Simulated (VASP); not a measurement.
Method: MS2 meta-GGA, VASP's PBE PAW potentials (set 64) (plane waves; VASP).

VASP ran on this input.

**POSCAR**
```
CsPbCl3
1
    5.7264488078     0.0000000000     0.0000000000
    0.0000000000     5.7264488078     0.0000000000
    0.0000000000     0.0000000000     5.7264488078
Cs Pb Cl
1 1 3
Direct
  0.0000000000   0.0000000000   0.0000000000
  0.5000000000   0.5000000000   0.5000000000
  0.5000000000   0.0000000000   0.5000000000
  0.0000000000   0.5000000000   0.5000000000
  0.5000000000   0.5000000000   0.0000000000
```

INCAR:
```
ALGO = Normal
EDIFF = 1E-7
ENCUT = 520
ISIF = 2
ISMEAR = 0
LASPH = .True.
LCHARG = .False.
LMAXMIX = 4
LMIXTAU = .True.
LREAL = .False.
LWAVE = .False.
METAGGA = MS2
NELM = 100
PREC = Accurate
SIGMA = 0.05
SYSTEM = CsPbCl3
```

### KPOINTS
```
Automatic mesh
0
Gamma
4 4 4
0 0 0
```

POTCAR, in this order: Cs_sv Pb_d Cl (PBE.64 set). Program: vasp_std.

Unless said otherwise, spin-orbit coupling is left out, though it shifts the bands of the heavy elements here.

**Question.** Predict the energy per atom (σ→0), band gap (on the k-mesh).

**Answer.** 
| Item | Result |
|---|---|
| energy per atom (σ→0) | -140.1 kJ/mol of atoms |
| band gap (on the k-mesh) | 2.34 eV |

File OSZICAR:
```
...
DAV:  19    -0.725876058181E+01   -0.55951E-04   -0.25798E-05   544   0.528E-02    0.466E-03
DAV:  20    -0.725876236801E+01   -0.17862E-05   -0.12090E-06   622   0.114E-02    0.348E-03
DAV:  21    -0.725876077647E+01    0.15915E-05   -0.94049E-07   624   0.135E-02    0.127E-03
DAV:  22    -0.725876321383E+01   -0.24374E-05   -0.90378E-07   558   0.123E-02    0.472E-04
DAV:  23    -0.725876338202E+01   -0.16818E-06   -0.44306E-08   390   0.251E-03    0.604E-04
DAV:  24    -0.725876357065E+01   -0.18863E-06   -0.12067E-08   318   0.176E-03    0.249E-04
DAV:  25    -0.725876364624E+01   -0.75585E-07   -0.58308E-09   304   0.958E-04
   1 F= -.72587636E+01 E0= -.72587636E+01  d E =-.242961E-18
```

The compound is CsPbCl3 in the cubic perovskite structure, the ideal cubic form; the compound distorts at low or room temperature. This cell is one point of a volume scan, at 1.03 of the reference volume.
